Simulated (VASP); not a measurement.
# Be3Te2Se (Imm2) in VASP: notebook

The runs below take Be3Te2Se through relaxation of cell and atoms, with PBE.

Program: VASP 6.6.1. These are calculated values, not measurements. Logs are shortened: lines on timing, memory, paths and dates and some standing lists are left out, and cuts for length are marked.

### 1 The structure

It takes space group Imm2 (No. 44, orthorhombic). The conventional cell has a = 3.767 Å, b = 11.300 Å, c = 5.327 Å, α = 90.00°, β = 90.00°, γ = 90.00°. Be (site symmetry m) has 3 Te at 2.31 Å and 1 Se at 2.31 Å as nearest neighbours. Around Be (site symmetry mm2) lie 2 Se at 2.31 Å and 2 Te at 2.31 Å. Te (site symmetry m) has 4 Be at 2.31 Å as nearest neighbours. Around Se (site symmetry mm2) lie 4 Be at 2.31 Å.

The cell was built by a generator and needn't be a form met in nature.

### 2 Relaxation of cell and atoms, PBE

The input, INCAR:

```
SYSTEM = Be3Te2Se
ALGO     = Fast           ! electronic algorithm
EDIFF    = 1E-4           ! SCF threshold, eV
EDIFFG   = -0.08          ! ionic threshold
ENCUT    = 520            ! plane-wave cutoff, eV
GGA      = PE             ! functional
IBRION   = 2              ! ionic algorithm
ISIF     = 3              ! what is computed and relaxed
ISMEAR   = 0              ! smearing method
KPAR     = 2            
LASPH    = .True.         ! aspherical terms in the spheres
LCHARG   = .False.        ! write CHGCAR
LREAL    = .False.        ! projectors in reciprocal space
LWAVE    = .False.        ! write WAVECAR
NELM     = 60             ! most SCF steps
NSW      = 24             ! ionic steps
PREC     = Normal         ! precision mode
SIGMA    = 0.15           ! smearing width, eV
```

The input, KPOINTS:

```
k-points
0
Gamma
  5 5 5
  0 0 0
```

The input, POSCAR:

```
Be3Te2Se
1.0
   -1.8835000000      5.6500000000      2.6635000000
    1.8835000000     -5.6500000000      2.6635000000
    1.8835000000      5.6500000000     -2.6635000000
Be Te Se
3 2 1
Direct
    0.5833000000      0.7500000000      0.8333000000
    0.9167000000      0.7500000000      0.1667000000
    0.2500000000      0.7500000000      0.5000000000
    0.6667000000      0.0000000000      0.6667000000
    0.3333000000      0.0000000000      0.3333000000
    0.0000000000      0.0000000000      0.0000000000
```

Potentials or basis: VASP PAW PBE potentials, release 64 (Be, Te, Se).

Started as:

```
> cat potpaw_PBE.64/Be/POTCAR potpaw_PBE.64/Te/POTCAR potpaw_PBE.64/Se/POTCAR > POTCAR
> mpirun -np 2 vasp_std > vasp.out
```

OUTCAR:

```text
SYSTEM = Be3Te2Se
   EDIFF = 1E-4
   EDIFFG = -0.08
   ENCUT = 520
   GGA = PE
   IBRION = 2
   ISIF = 3
   ISMEAR = 0
   LASPH = .True.
   LREAL = .False.
   NELM = 60
   NSW = 24
   PREC = Normal

 ion  position               nearest neighbor table
   1  0.583  0.750  0.833-   4 2.31   5 2.31   5 2.31   6 2.31
   2  0.917  0.750  0.167-   5 2.31   4 2.31   4 2.31   6 2.31
   3  0.250  0.750  0.500-   6 2.31   6 2.31   4 2.31   5 2.31
   4  0.667  0.000  0.667-   1 2.31   2 2.31   2 2.31   3 2.31
   5  0.333  0.000  0.333-   2 2.31   1 2.31   1 2.31   3 2.31
   6  0.000  0.000  0.000-   3 2.31   3 2.31   1 2.31   2 2.31

  LATTYP: Found a body centered orthorhombic cell.
 ALAT       =     3.7670000000
 B/A-ratio  =     1.4141226440
 C/A-ratio  =     2.9997345368

  Lattice vectors:

 A1 = (  -1.8835000000,   5.6500000000,  -2.6635000000)
 A2 = (   1.8835000000,   5.6500000000,   2.6635000000)
 A3 = (   1.8835000000,  -5.6500000000,  -2.6635000000)

Analysis of symmetry for initial positions (statically):
=====================================================================
 Subroutine PRICEL returns:
 Original cell was already a primitive cell.

 Routine SETGRP: Setting up the symmetry group for a
 body centered orthorhombic supercell.

 Subroutine GETGRP returns: Found  4 space group operations
 (whereof  4 operations were pure point group operations)
 out of a pool of  8 trial point group operations.

The static configuration has the point symmetry C_2v.

Analysis of symmetry for dynamics (positions and initial velocities):
=====================================================================
 Subroutine PRICEL returns:
 Original cell was already a primitive cell.

 Routine SETGRP: Setting up the symmetry group for a
 body centered orthorhombic supercell.

 Subroutine GETGRP returns: Found  4 space group operations
 (whereof  4 operations were pure point group operations)
 out of a pool of  8 trial point group operations.

The dynamic configuration has the point symmetry C_2v.

 Subroutine INISYM returns: Found  4 space group operations
 (whereof  4 operations are pure point group operations),
 and found     1 'primitive' translations

----------------------------------------------------------------------------------------

                                     Primitive cell

  volume of cell :     113.3775

  direct lattice vectors                    reciprocal lattice vectors
    -1.883500000  5.650000000  2.663500000     0.000000000  0.088495575  0.187722921
     1.883500000 -5.650000000  2.663500000     0.265463233  0.000000000  0.187722921
     1.883500000  5.650000000 -2.663500000     0.265463233  0.088495575  0.000000000

  length of vectors
     6.524132471  6.524132471  6.524132471     0.207536411  0.325131701  0.279825294

  position of ions in fractional coordinates (direct lattice)
     0.583300000  0.750000000  0.833300000
     0.916700000  0.750000000  0.166700000
     0.250000000  0.750000000  0.500000000
     0.666700000  0.000000000  0.666700000
     0.333300000  0.000000000  0.333300000
     0.000000000  0.000000000  0.000000000

  ion indices of the primitive-cell ions
   primitive index   ion index
                 1           1
                 2           2
                 3           3
                 4           4
                 5           5
                 6           6

----------------------------------------------------------------------------------------

 KPOINTS: k-points

Automatic generation of k-mesh.
 Grid dimensions read from file:
 generate k-points for:    5    5    5

 Generating k-lattice:

  Cartesian coordinates                     Fractional coordinates (reciprocal lattice)
     0.000000000  0.017699115  0.037544584     0.200000000  0.000000000  0.000000000
     0.053092647  0.000000000  0.037544584     0.000000000  0.200000000  0.000000000
     0.053092647  0.017699115  0.000000000     0.000000000  0.000000000  0.200000000

  Length of vectors
     0.041507282  0.065026340  0.055965059

  Shift w.r.t. Gamma in fractional coordinates (k-lattice)
     0.000000000  0.000000000  0.000000000

 Subroutine IBZKPT returns following result:
 ===========================================

 Found     27 irreducible k-points:

 Following reciprocal coordinates:
            Coordinates               Weight
  0.000000  0.000000  0.000000      1.000000
  0.200000 -0.000000  0.000000      4.000000
  0.400000  0.000000 -0.000000      4.000000
  0.000000  0.200000 -0.000000      4.000000
  0.200000  0.200000 -0.000000      8.000000
  0.400000  0.200000 -0.000000      8.000000
[... 16 lines left out ...]
 -0.400000 -0.200000  0.200000      4.000000
 -0.200000 -0.200000  0.200000      2.000000
 [... further k-points ...]
   k-points           NKPTS =     27   k-points in BZ     NKDIM =     27   number of bands    NBANDS=     16
   number of dos      NEDOS =    301   number of ions     NIONS =      6
   total plane-waves  NPLWV =  46656
   dimension x,y,z NGX =    36 NGY =   36 NGZ =   36
   dimension x,y,z NGXF=    72 NGYF=   72 NGZF=   72
   ions per type =               3   2   1
   NGX,Y,Z   is equivalent  to a cutoff of   9.17,  9.17,  9.17 a.u.
   NGXF,Y,Z  is equivalent  to a cutoff of  18.35, 18.35, 18.35 a.u.
 SYSTEM =  Be3Te2Se
   PREC   = normal    normal or accurate (medium, high low for compatibility)
   ISTART =      0    job   : 0-new  1-cont  2-samecut
   ICHARG =      2    charge: 1-file 2-atom 10-const
   ISPIN  =      1    spin polarized calculation?
   LNONCOLLINEAR =      F non collinear calculations
   LSORBIT =      F    spin-orbit coupling
   LASPH  =      T    aspherical Exc in radial PAW
   ENCUT  =  520.0 eV  38.22 Ry    6.18 a.u.  12.13 12.13 12.13*2*pi/ulx,y,z
   NELM   =     60;   NELMIN=  2; NELMDL= -5     # of ELM steps
   EDIFF  = 0.1E-03   stopping-criterion for ELM
   LREAL  =      F    real-space projection
   EDIFFG = -.8E-01   stopping-criterion for IOM
   NSW    =     24    number of steps for IOM
   IBRION =      2    ionic relax: 0-MD 1-quasi-New 2-CG
   NFREE  =      1    steps in history (QN), initial steepest desc. (CG)
   ISIF   =      3    stress and relaxation
   ISYM   =      2    0-nonsym 1-usesym 2-fastsym
   POTIM  = 0.5000    time-step for ionic-motion
   TEBEG  =    0.0;   TEEND  =   0.0 temperature during run
   PSTRESS=    0.0 pullay stress
   NELECT =      24.0000    total number of electrons
   NUPDOWN=      -1.0000    fix difference up-down
   EMIN   =  10.00;   EMAX   =-10.00  energy-range for DOS
   EFERMI =   0.00;   METHOD = LEGACY
   ISMEAR =     0;   SIGMA  =   0.15  broadening in eV -4-tet -1-fermi 0-gaus
   EFERMI_NEDOS =   21; number of points for ismear=-14 and -15
   IALGO  =     68    algorithm
   IMIX   =      4    mixing-type and parameters
     AMIX     =   0.40;   BMIX     =  1.00
     AMIX_MAG =   1.60;   BMIX_MAG =  1.00
  volume/ion in A,a.u.               =      18.90       127.52
  Fermi-wavevector in a.u.,A,eV,Ry     =   0.975670  1.843749 12.951823  0.951932
  Thomas-Fermi vector in A             =   2.106228
   LORBIT       =      0    0 simple, 1 ext, 2 COOP (PROOUT), +10 PAW based schemes
   GGA     = PE    functional components
   LHFCALC =     F    Hartree Fock is set to
   AEXX    =    0.0000 exact exchange contribution
   IVDW    =     0    specifies the selected vdW correction
   LEPSILON=     F    determine dielectric tensor
   LRPA    =     F    only Hartree local field effects (RPA)
 conjugate gradient relaxation of ions
 non-spin polarized calculation
 RMM-DIIS sequential band-by-band and
 Gauss-broadening in eV      SIGMA  =   0.15
  energy-cutoff  :      520.00
  volume of cell :      113.38
 maximum number of plane-waves:      3072
   NGX = 25   NGY = 25   NGZ = 25

--------------------------------------- Ionic step        1  -------------------------------------------

 number of electron      24.0000001 magnetization

 Free energy of the ion-electron system (eV)
  ---------------------------------------------------
  ext. energy  EPLUGINS =         0.00000000
  ---------------------------------------------------
  free energy    TOTEN  =       -23.42521124 eV

  energy without entropy =      -23.42521124  energy(sigma->0) =      -23.42521124

------------------------ aborting loop because EDIFF is reached ----------------------------------------

  FORCE on cell =-STRESS in cart. coord.  units (eV):
  Direction    XX          YY          ZZ          XY          YZ          ZX
  --------------------------------------------------------------------------------------
  -------------------------------------------------------------------------------------
  Total        6.2059233      5.9803309      5.8463265      0.0000000      0.0000000      0.0000000
  in kB       87.6981076     84.5101818     82.6165168      0.0000000      0.0000000      0.0000000
  external PRESSURE =      84.9416021 kB  Pullay stress =       0.0000000 kB
[... 305 lines left out ...]
  energy  without entropy=      -23.9551354007  energy(sigma->0) =      -23.95513540

--------------------------------------- Ionic step        9  -------------------------------------------

 number of electron      23.9999997 magnetization

 Free energy of the ion-electron system (eV)
  ---------------------------------------------------
  ext. energy  EPLUGINS =         0.00000000
  ---------------------------------------------------
  free energy    TOTEN  =       -23.95600110 eV

  energy without entropy =      -23.95600110  energy(sigma->0) =      -23.95600110

 E-fermi :   5.2526     XC(G=0):  -9.1074

 val. band max:        4.6008386107   @ k =   0.0000   0.0000   0.0000
 cond. band min:       6.6862397342   @ k =  -0.4000  -0.4000   0.4000
 fundamental gap:      2.0854011236
 Fermi energy:         5.2525818665

 k-point     1 :       0.0000    0.0000    0.0000
  band No.  band energies     occupation
      1      -8.7925      2.00000
      2      -6.8541      2.00000
      3      -5.7998      2.00000
      4      -0.1957      2.00000
      5      -0.1184      2.00000
      6       0.4742      2.00000
[... 8 lines left out ...]
     15       8.4925      0.00000
     16       8.5022      0.00000
[... 420 lines left out ...]
  band No.  band energies     occupation
      1      -8.6198      2.00000
      2      -6.8368      2.00000
      3      -6.2329      2.00000
      4      -0.6828      2.00000
      5      -0.6394      2.00000
      6       2.1545      2.00000
[... 8 lines left out ...]
     15       8.5282      0.00000
     16       9.3549      0.00000

 [... further k-points ...]

------------------------ aborting loop because EDIFF is reached ----------------------------------------

  FORCE on cell =-STRESS in cart. coord.  units (eV):
  Direction    XX          YY          ZZ          XY          YZ          ZX
  --------------------------------------------------------------------------------------
  -------------------------------------------------------------------------------------
  Total        0.0834353      0.0358717      0.0487986      0.0000000      0.0000000      0.0000000
  in kB        1.0671523      0.4588051      0.6241427      0.0000000      0.0000000      0.0000000
  external PRESSURE =       0.7167000 kB  Pullay stress =       0.0000000 kB
[... 21 lines left out ...]
  FREE ENERGIE OF THE ION-ELECTRON SYSTEM (eV)
  ---------------------------------------------------
  free  energy   TOTEN  =       -23.9560011035 eV

  energy  without entropy=      -23.9560011035  energy(sigma->0) =      -23.95600110

 reached required accuracy - stopping structural energy minimisation
```

Wall time 63 s (2 MPI ranks of Intel Xeon Platinum 8559C (Emerald Rapids), shared host); peak memory 0.24 GiB.

What came out:

```yaml
Free_energy: -23.9560 eV
Relaxed_volume: 20.88 Å³/atom
Relaxed_cell: a = 6.744 Å, b = 6.744 Å, c = 6.744 Å, α = 146.37°, β = 59.95°, γ = 131.93°
Space_group_after_relaxing_to_0.05_Å: Imm2 (No. 44)
Energy_gained_by_relaxing: 88.5 meV/atom
Ionic_steps: 9
Pressure_after_relaxing: 0.1 GPa
Largest_force_after_relaxing: 0.031 eV/Å
Band_gap_on_the_k_mesh: 2.09 eV, indirect (least direct gap 2.22 eV)
```

Forces in eV/Å, atoms in the order of the input:
```
Be   0.000  0.009  0.003
Be   0.000 -0.009  0.003
Be   0.000  0.000  0.026
Te   0.000 -0.011 -0.029
Te   0.000  0.011 -0.029
Se   0.000  0.000  0.026
```

The path:
| step | energy change (eV) | largest force (eV/Å) | pressure (GPa) | volume (Å³) |
| --- | --- | --- | --- | --- |
| 1 | 0.0000 | 1.3509 | 8.49 | 113.38 |
| 2 | -0.4323 | 0.5085 | -2.10 | 130.62 |
| 3 | -0.4431 | 0.5870 | -0.67 | 127.97 |
| 4 | -0.4429 | 0.5754 | -1.08 | 128.35 |
| 5 | -0.4950 | 0.3856 | -0.75 | 127.24 |
| 6 | -0.5284 | 0.1245 | 0.11 | 125.08 |
| 7 | -0.5299 | 0.0924 | 0.05 | 125.46 |
| 8 | -0.5299 | 0.0983 | -0.03 | 125.40 |
| 9 | -0.5308 | 0.0311 | 0.07 | 125.27 |

Final structure:
```
Be Te Se
1.0
    -1.95128    5.84231    2.74708
     1.95128   -5.84231    2.74708
     1.95128    5.84231   -2.74708
Be Te Se
3 2 1
Cartesian
  1.9513 4.0083 1.4454
  0.0000 1.8340 4.1925
  1.9513 0.0000 1.2304
  0.0000 7.7702 0.0012
  0.0000 3.9144 0.0012
  0.0000 0.0000 5.4913
```

Levels at points of the mesh, in eV from the valence-band top:
| k point | band 9 | band 10 | band 11 | band 12 | band 13 | band 14 | band 15 | band 16 |
| --- | --- | --- | --- | --- | --- | --- | --- | --- |
| (0.00, 0.00, 0.00) | -1.63 | -0.19 | -0.19 | 0.00 | 2.73 | 3.37 | 3.89 | 3.90 |

Caveat: spin-orbit coupling is left out, which moves the levels of the heavy elements; an odd mesh through Γ misses points on the zone boundary, where band edges often lie; the relaxation stopped at a loose force limit of 0.08 eV/Å, so its end isn't a converged minimum.

[end of part 1 of 2]
